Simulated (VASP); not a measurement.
Write the native input for VASP 6.6.1 that does the following.

| Quantity | Value |
| --- | --- |
| Task | relaxation of cell and atoms |
| Functional | PBE |
| Dispersion | D3(BJ) |
| Potentials or basis | VASP PAW PBE potentials, release 64 (Si) |
| Cutoff | 600 eV |
| k mesh | 10 × 10 × 10 |
| Occupations | gaussian, width 0.02 eV |
| Spin | no spin polarisation |
| Dipole correction | no |
| Further INCAR settings | ALGO = Normal; EDIFF = 1e-06; IBRION = 2; EDIFFG = -0.005; NSW = 70; ISIF = 3 |

The structure of Si lies in POSCAR:

```
Si
1.0
    0.0000000000      2.7348383258      2.7348383258
    2.7348383258      0.0000000000      2.7348383258
    2.7348383258      2.7348383258      0.0000000000
Si
2
Direct
    0.7500000000      0.7500000000      0.7500000000
    0.5000000000      0.5000000000      0.5000000000
```

One way to write it, as run:

INCAR

```
SYSTEM = Si
PREC = Accurate
ENCUT = 600
EDIFF = 1E-6
ISMEAR = 0
SIGMA = 0.02
LREAL = .FALSE.
LASPH = .TRUE.
NELM = 80
ALGO = Normal
ISIF = 3
LWAVE = .FALSE.
LCHARG = .FALSE.
GGA = PE
IVDW = 12
IBRION = 2
NSW = 70
EDIFFG = -0.005
```

KPOINTS

```
regular mesh
0
G
  10 10 10
  0 0 0
```

Potentials or basis: VASP PAW PBE potentials, release 64 (Si).

Command:

```sh
$ cat potpaw_PBE.64/Si/POTCAR > POTCAR
$ mpirun -np 1 vasp_std > vasp.out
```

It gave:

```yaml
Relaxed_volume: 19.90 Å³/atom
Relaxed_cell: a = 3.832 Å, b = 3.832 Å, c = 3.832 Å, α = 60.00°, β = 60.00°, γ = 60.00°
Space_group_after_relaxing_to_0.05_Å: Fd-3m (No. 227)
Energy_gained_by_relaxing: 4.2 meV/atom
Ionic_steps: 3
Pressure_after_relaxing: 0.0 GPa
Band_gap_on_the_k_mesh: 0.57 eV, indirect (least direct gap 2.57 eV)
Dispersion_energy_per_atom: -0.316 eV
```

Run time: 50 s on 1 thread of Intel(R) Xeon(R) Platinum 8175M CPU @ 2.50GHz (Skylake/Cascade Lake), with other jobs on the host, peak memory 0.18 GiB.
